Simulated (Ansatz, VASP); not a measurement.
**SiN: VASP beside Ansatz**

Wanted: the spread between two codes on one cell, functional and k mesh. The cell is invented: As first built, before any earlier steps moved the atoms (in the runner's words): it takes the ZrN structure with some of its atoms replaced by other elements, volume scaled by an estimate. It may not be a known or stable phase. The cell is a member of a volume series, scaled by 1.06 from a relaxed one, so a pressure remains.

Program: Ansatz 0.2.0. Level of theory: plane waves, with VASP 6.6.1 beside it; single point at LDA. Results are calculated unless marked as measured.

### 1. Starting point

It takes space group P6_3/mmc (No. 194, hexagonal). The conventional cell has a = 2.763 Å, b = 2.763 Å, c = 5.348 Å, α = 90.00°, β = 90.00°, γ = 120.00°. Nearest to Si lie 6 N at 2.08 Å. N has 6 Si at 2.08 Å nearest. As first built, before any earlier steps moved the atoms (in the runner's words): sites of the ZrN structure (space group 164) filled with other elements, volume scaled by an estimate. Farther neighbours and most contacts between anions are not listed.

### 2. Ansatz: single point, LDA, volume scaled by 1.06

Ansatz runs on its default PAW (the set named soft_2) files.

A single point gives forces, pressure and levels at one fixed geometry, so differences don't come from the geometry; what else differs is listed under the comparison.

Input file input.yaml:

```yaml
crystal:
  lattice:
    - [2.7628143518, 0.0, 0.0]
    - [-1.3814071759, 2.3926674116, 0.0]
    - [0.0, 0.0, 5.3484635676]
  atoms:
    - { symbol: Si, position: [0.666666667, 0.333333333, 0.75] }
    - { symbol: Si, position: [0.333333333, 0.666666667, 0.25] }
    - { symbol: "N", position: [0.0, 0.0, 0.0] }
    - { symbol: "N", position: [0.0, 0.0, 0.5] }
hamiltonian:
  xc: lda
  pseudopotentials: { kind: paw }
kpoints:
  mp_grid: { grid: [11, 11, 5] }
scf:
  occupations: { method: gaussian, width: 0.05 }
  n_extra_bands: 5
output:
  forces: true
  stress: true
  eigenvalues: true
```

Run with:

```console
> ansatz run input.yaml --threads 2 --pin off --max-ram 4608MiB --backend cpu --events-out ev --progress --plain --runs-dir out
```

Numbers of over 12 decimals in the logs are rounded to 6 here.

Output:

```text
scf.n_extra_bands = 5 over 9 filled bands (N_el = 18.0): the run solves 14 bands
Engine: ansatz 0.2.0, x86_64-unknown-linux-gnu
Pseudopotentials: kind: paw
Pseudopotential: Si, paw, valence charge 4, recommended cutoff 420 eV (normal), Si.paw.azcp
Pseudopotential: N, paw, valence charge 5, recommended cutoff 420 eV (normal), N.paw.azcp
Functional definition: SPW92
  exchange = slater_x
  correlation = pw_c
Crystal: 4 atoms, lattice volume = 35.356 Å³
Basis set: ecut = 420 eV, 671 PW (Γ)
Bands: 14, of which v1, the nominal top of the filled ones, is band 9 counted from 1 (8 counted from 0)
Symmetry: 24 space group operations
Space group: P63/mmc (ITA 194), of the structure as read, at distance tolerance 3.3e-5 Å
k-points: 48 of 605
Non-local potential: Si, projectors of the file, l = 0: 2, l = 1: 2, l = 2: 2
Non-local potential: N, projectors of the file, l = 0: 2, l = 1: 2, l = 2: 1
PAW form: soft (Blöchl's): semilocal exchange-correlation on the pseudo side does not see the compensation charge
PAW frozen core: Si, regenerated for the run's functional, and the local potential with it (the file was generated under x = pbe(κ = 0.804, μ = 0.219515), c = pbe(β = 0.066725))
PAW frozen core: N, regenerated for the run's functional, and the local potential with it (the file was generated under x = pbe(κ = 0.804, μ = 0.219515), c = pbe(β = 0.066725))
PAW one-centre angular grid: Si, 110 points (default); XC on 64 Gauss nodes
PAW one-centre angular grid: N, 110 points (default); XC on 64 Gauss nodes
Initial density: superposition of atomic densities (neutral atoms: chi_scale 0, normalization atom), corrected by the library's trained network
Initial wavefunctions: pseudopotential atomic-orbital guess
Functional: x = slater, c = lda
SCF iter   1: F=—  HF=-1964.236543 eV  |F-HF|=—  |Δ(HF+E_count)|=         —  Δρ=1.30e-2  dr2=5.76e-2  ethr=1.77e-3  ⟨swp⟩=5.7  Hψ=4166  notcnv=0
preconditioner: auto → none  [metal: Δε(μ)=0.057 eV  Ē_g=12.865 eV  σ=0.050 eV  W_gap=0.47  n_scr=4 (ndim 8)  ℏωp=26.5 eV  f_vac=0.000  D(μ)=1.61/eV (n_scr^D=10)  sad-step TF]
SCF iter   2: F=—  HF=-1964.226241 eV  |F-HF|=—  |Δ(HF+E_count)|=   1.03e-2  Δρ=6.89e-3  dr2=1.72e-2  ethr=3.20e-4  ⟨swp⟩=1.5  Hψ=1092  notcnv=0  defer=1
SCF iter   3: F=—  HF=-1964.221880 eV  |F-HF|=—  |Δ(HF+E_count)|=   4.36e-3  Δρ=5.80e-4  dr2=6.05e-5  ethr=9.55e-5  ⟨swp⟩=2.2  Hψ=1127  notcnv=0  defer=11
SCF iter   4: F=—  HF=-1964.221859 eV  |F-HF|=—  |Δ(HF+E_count)|=   2.06e-5  Δρ=1.51e-4  dr2=7.56e-6  ethr=3.36e-7  ⟨swp⟩=2.0  Hψ=1054  notcnv=0  defer=13
SCF iter   5: F=—  HF=-1964.221858 eV  |F-HF|=—  |Δ(HF+E_count)|=   1.79e-6  Δρ=2.81e-5  dr2=2.49e-7  ethr=4.20e-8  ⟨swp⟩=2.6  Hψ=1031  notcnv=0  defer=13
SCF iter   6: F=-1964.221858 eV  HF=-1964.221858 eV  |F-HF|=7.84e-11  |Δ(HF+E_count)|=   5.54e-8  Δρ=1.01e-6  dr2=2.28e-10  ethr=5.56e-10  ⟨swp⟩=6.6  Hψ=2678  notcnv=0
the search or the solves at the SCF's close seem to have found levels that the self-consistency loop had missed (the run counts 1). By its estimate they hold under 1e-12 electrons; where the run keeps them, the occupations were computed again with them
SCF 1 converged in 6 iterations: F = -1964.221858 eV  dr2 = 2.28e-10
  greatest PAW one-centre occupation: 0.791 electrons in one spin orbital (limit 2), on the N atom at site 3 (counted from 0), in its partial waves of l = 0
SCF converged after 6 iterations
Free energy (F): -1964.221858 eV
Harris-Foulkes:  -1964.221858 eV  (|F-HF|=7.84e-11)
Internal energy: -1964.219287 eV  (E = F + TS)
E sigma→0 (E₀):  -1964.220572 eV
Entropy (-TS):   -0.002570 eV (-0.643 meV/atom)
Fermi energy:    14.110394 eV
--- Per-component energies (eV) ---
  E_band       = 91.614771
  E_kinetic    = 349.650532
  E_local      = -320.070585  (includes V_loc(G=0)·N_el)
  E_nonlocal   = 143.936149
  E_hartree    = 106.798530
  E_xc         = -232.561839
  E_vxc        = -251.640494  (∫ρ·V_xc dr)
  E_paw        = -1206.293580  (= ΣΔE_a)
  E_vpaw       = -43.858248  (= ΣTr[D̂ρ^β])
  E_aug_tail   = 0.000190  (compensation charges beyond the density's cutoff)
  E_ewald      = -806.007434
  E_core_change = 0.328750  (= ΣΔE_core)
  E_smearing   = -0.002570  (= −TS)
  E_closure    = 0.000000  (closes the sum)
  Σ components = -1964.221858   (vs F -1964.221858, Δ=0.00e0)
--- Forces (eV/Å), atoms counted from 1 ---
  atom   1  Si     0.00000000    -0.00000000     0.00000000
  atom   2  Si     0.00000000     0.00000000     0.00000000
  atom   3  N     -0.00000000     0.00000000     0.00000000
  atom   4  N     -0.00000000     0.00000000    -0.00000000
  max |Σ_I F_I| component: 7.40e-17 eV/Å
--- Stress (GPa, compression-positive) ---
       -9.504362      -0.000000       0.000000
       -0.000000      -9.504362       0.000000
        0.000000       0.000000     -15.691119
  P = ⅓ Tr σ = -11.5666 GPa (-115.666 kbar)
--- Band table (eV; the first three rows and the last of 48) ---
  k-point 0: bands = [... 5 lower, 10.5874, 11.7095, 11.7095, 11.7186, 18.1066, 18.7129, 19.9307, 20.2513, ... 1 higher]
  k-point 1: bands = [... 5 lower, 10.6781, 11.5825, 11.5825, 12.9711, 17.1403, 19.6543, 20.3147, 20.4447, ... 1 higher]
  k-point 2: bands = [... 5 lower, 10.9304, 11.2735, 11.2735, 14.5857, 15.9233, 20.6302, 20.9168, 20.9988, ... 1 higher]
  k-point 47: bands = [... 5 lower, 5.7155, 6.5336, 8.3041, 12.6923, 13.8176, 15.2928, 16.1098, 20.7753, ... 1 higher]
```

Wall time 1 s (2 threads of Intel Xeon Platinum 8559C (Emerald Rapids), shared host); peak memory 0.36 GiB; 1.5 s of CPU time.

The run ends at a pressure of -11.57 GPa.

### 3. VASP: single point, LDA, volume scaled by 1.06

The same cell, functional (in two slightly different forms), mesh and smearing now go to VASP, with its own data sets and cutoff.

Lines of VASP's logs that name or quote its potential files are left out, and so is its time.

Input file INCAR:

```
SYSTEM = SiN
PREC = Accurate
ENCUT = 520
EDIFF = 1E-06
NELM = 100
ISMEAR = 0
SIGMA = 0.05
LREAL = .FALSE.
ALGO = Normal
GGA = CA
NBANDS = 15
LORBIT = 11
LWAVE = .FALSE.
LCHARG = .FALSE.
KPAR = 2
ISIF = 2
```

Input file POSCAR:

```
SiN
1.0
    2.7628143518      0.0000000000      0.0000000000
   -1.3814071759      2.3926674116      0.0000000000
    0.0000000000      0.0000000000      5.3484635676
Si N
2 2
Direct
    0.6666666670      0.3333333330      0.7500000000
    0.3333333330      0.6666666670      0.2500000000
    0.0000000000      0.0000000000      0.0000000000
    0.0000000000      0.0000000000      0.5000000000
```

Input file KPOINTS:

```
Automatic mesh
0
Gamma
11 11 5
0 0 0
```

PAW data sets: Si and N (LDA family, release 64).

Run with:

```console
> mpirun -np 2 vasp_std
```

Output:

```text
[banner, memory and clock lines left out]
running    2 mpi-ranks, on    1 nodes
 distrk:  each k-point on    1 cores,    2 groups
 distr:  one band on    1 cores,    1 groups

 POSCAR found type information on POSCAR SiN
 POSCAR found :  2 types and       4 ions
 LDA part: xc-table for (Slater(with rela. corr.)+CA(PZ))
 , standard interpolation
 POSCAR, INCAR and KPOINTS ok, starting setup
 FFT: planning ... GRIDC
 FFT: planning ... GRID_SOFT
 FFT: planning ... GRID
 WAVECAR not read
 entering main loop
       N       E                     dE             d eps       ncg     rms          rms(c)
DAV:   1     0.380151862226E+02    0.38015E+02   -0.87207E+03  1440   0.112E+03
DAV:   2    -0.292201209867E+02   -0.67235E+02   -0.63637E+02  1935   0.184E+02
DAV:   3    -0.315401805277E+02   -0.23201E+01   -0.23082E+01  2049   0.345E+01
DAV:   4    -0.315517342100E+02   -0.11554E-01   -0.11551E-01  1636   0.287E+00
DAV:   5    -0.315518419011E+02   -0.10769E-03   -0.10768E-03  2063   0.243E-01    0.101E+01
DAV:   6    -0.293874110883E+02    0.21644E+01   -0.74620E+00  1741   0.192E+01    0.493E+00
DAV:   7    -0.293793503719E+02    0.80607E-02   -0.39948E-01  1734   0.469E+00    0.234E+00
DAV:   8    -0.293590758134E+02    0.20275E-01   -0.37210E-02  1874   0.155E+00    0.626E-01
DAV:   9    -0.293558860320E+02    0.31898E-02   -0.45357E-03  1951   0.505E-01    0.100E-01
DAV:  10    -0.293559062504E+02   -0.20218E-04   -0.49668E-04  1916   0.172E-01    0.514E-02
DAV:  11    -0.293558760605E+02    0.30190E-04   -0.72398E-05  1860   0.654E-02    0.170E-02
DAV:  12    -0.293558767083E+02   -0.64783E-06   -0.13921E-05  1860   0.267E-02    0.113E-02
DAV:  13    -0.293558759349E+02    0.77344E-06   -0.18298E-06  1410   0.104E-02
   1 F= -.29355876E+02 E0= -.29354619E+02  d E =-.251377E-02
```

From OUTCAR (step 3):

```text
ion  position               nearest neighbor table
   1  0.667  0.333  0.750-   3 2.08   4 2.08   3 2.08   4 2.08   3 2.08   4 2.08   2 3.11   2 3.11
                             2 3.11   2 3.11   2 3.11   2 3.11
   2  0.333  0.667  0.250-   3 2.08   4 2.08   3 2.08   4 2.08   3 2.08   4 2.08   1 3.11   1 3.11
                             1 3.11   1 3.11   1 3.11   1 3.11
   3  0.000  0.000  0.000-   1 2.08   2 2.08   2 2.08   1 2.08   1 2.08   2 2.08
   4  0.000  0.000  0.500-   1 2.08   2 2.08   2 2.08   1 2.08   1 2.08   2 2.08

  LATTYP: Found a hexagonal cell.
 ALAT       =     2.7628143518
 C/A-ratio  =     1.9358751210

 Subroutine GETGRP returns: Found 24 space group operations
 (whereof 12 operations were pure point group operations)

The static configuration has the point symmetry D_3d.
 The point group associated with its full space group is D_6h.

 Found     48 irreducible k-points:

   k-points           NKPTS =     48   k-points in BZ     NKDIM =     48   number of bands    NBANDS=     15

   dimension x,y,z NGX =    24 NGY =   24 NGZ =   40
   dimension x,y,z NGXF=    48 NGYF=   48 NGZF=   80

   ENCUT  =  520.0 eV  38.22 Ry    6.18 a.u.   5.14  5.14  9.94*2*pi/ulx,y,z

   NELECT =      18.0000    total number of electrons

 k-points in reciprocal lattice and weights: Automatic mesh
   0.00000000  0.00000000  0.00000000       0.002
   0.09090909  0.00000000  0.00000000       0.010
   0.18181818  0.00000000  0.00000000       0.010
   0.27272727  0.00000000  0.00000000       0.010
   0.36363636  0.00000000  0.00000000       0.010
   0.45454545  0.00000000  0.00000000       0.010
   0.09090909  0.09090909  0.00000000       0.010
   0.18181818  0.09090909  0.00000000       0.020
   0.27272727  0.09090909  0.00000000       0.020
[...]
0.27272727  0.27272727  0.40000000       0.020
   0.36363636  0.27272727  0.40000000       0.020

 average (electrostatic) potential at core
       1 -80.5266       2 -80.5266       3 -57.6948       4 -57.6948

 E-fermi :  12.6008

 k-point     1 :       0.0000    0.0000    0.0000
  band No.  band energies     occupation
    ...
      5       9.0788      2.00000
      6       9.0788      2.00000
      7      10.2035      2.00000
      8      10.2035      2.00000
      9      10.2275      2.00000
     10      16.6068      0.00000
     11      17.2081      0.00000
     12      18.4169      0.00000
     13      18.7292      0.00000
     14      18.7292      0.00000
    ...

 k-point     2 :       0.0909    0.0000    0.0000
  band No.  band energies     occupation
    ...
      5       7.8620      2.00000
      6       8.8762      2.00000
      7       9.5136      2.00000
      8      10.0622      2.00000
      9      10.9427      2.00000
     10      15.7574      0.00000
     11      17.7699      0.00000
     12      17.8093      0.00000
     13      18.9173      0.00000
     14      18.9285      0.00000
    ...

 k-point     3 :       0.1818    0.0000    0.0000
  band No.  band energies     occupation
    ...
      5       7.7722      2.00000
      6       7.9850      2.00000
      7       8.3901      2.00000
      8       9.7071      2.00000
      9      11.7034      2.00000
     10      13.6892      0.00000
     11      16.4347      0.00000
     12      18.5666      0.00000
     13      18.6144      0.00000
     14      19.0704      0.00000
    ...

  Total       -2.0210745     -2.0210745     -3.3773268      0.0000000     -0.0000000      0.0000000
  in kB      -91.5861536    -91.5861533   -153.0455064      0.0000000     -0.0000000      0.0000000
  external PRESSURE =    -112.0726044 kB  Pullay stress =       0.0000000 kB

  energy-cutoff  :      520.00
  volume of cell :       35.36
      direct lattice vectors                 reciprocal lattice vectors
     2.762814352  0.000000000  0.000000000     0.361949763  0.208971793  0.000000000
    -1.381407176  2.392667412  0.000000000     0.000000000  0.417943587  0.000000000
     0.000000000  0.000000000  5.348463568     0.000000000  0.000000000  0.186969582

 POSITION                                       TOTAL-FORCE (eV/Angst)
 -----------------------------------------------------------------------------------
      1.38141      0.79756      4.01135        -0.000000      0.000000      0.000000
     -0.00000      1.59511      1.33712         0.000000     -0.000000      0.000000
      0.00000      0.00000      0.00000        -0.000000      0.000000      0.000000
      0.00000      0.00000      2.67423         0.000000      0.000000      0.000000
 -----------------------------------------------------------------------------------
    total drift:                               -0.000000      0.000000     -0.000000

  FREE ENERGIE OF THE ION-ELECTRON SYSTEM (eV)
  ---------------------------------------------------
  free  energy   TOTEN  =       -29.3558759349 eV

  energy  without entropy=      -29.3533621614  energy(sigma->0) =      -29.35461905

 total charge
# of ion       s       p       d       tot
------------------------------------------
    1        0.769   0.711   0.000   1.480
    2        0.769   0.711   0.000   1.480
    3        1.244   2.427   0.000   3.671
    4        1.244   2.427   0.000   3.671
--------------------------------------------------
tot          4.026   6.276   0.000  10.302

[... 3 further parts left out ...]
```

The scan keeps the cell's shape and the fractional positions fixed.

### 4. Differences

Known differences besides the potentials themselves: the two LDA forms differ slightly; the cutoff is 420 eV in Ansatz and 520 eV in VASP; VASP's log shows a relativistic correction to its local exchange, Ansatz's none. Total energies have different zeros and are not compared.

The two programs side by side:

| quantity | Ansatz | VASP | difference |
| --- | --- | --- | --- |
| pressure (GPa) | -11.57 | -11.21 | -0.36 |
| pressure without Ansatz's Pulay correction (GPa) | -12.24 | -11.21 | -1.03 |

Ansatz's pressure holds a Pulay correction of 0.67 GPa; VASP's holds none.

### 5. Outcome

| Item | Value |
| --- | --- |
| difference in pressure (single point, LDA, volume scaled by 1.06) | -0.36 GPa |

In words: The difference in pressure is -0.36 GPa (single point, LDA, volume scaled by 1.06), within the 1 GPa picked in this series as the mark of a large difference. Such differences can come from data sets, numerical settings and the points named under the comparisons, not from the functional's error against experiment.

[Lines on the potential files, build, host, timing and source positions are cut from VASP's logs without a mark.]

[Logs are printed without paths, hosts, clocks, repeated set-up lines and the standing remarks that a program may print on its own settings, such as how far it seeks lower states.]

[Hosts, paths, dates, database ids (printed as entryN), source tags and the programs' standing remarks are cut or masked in the printed files.]
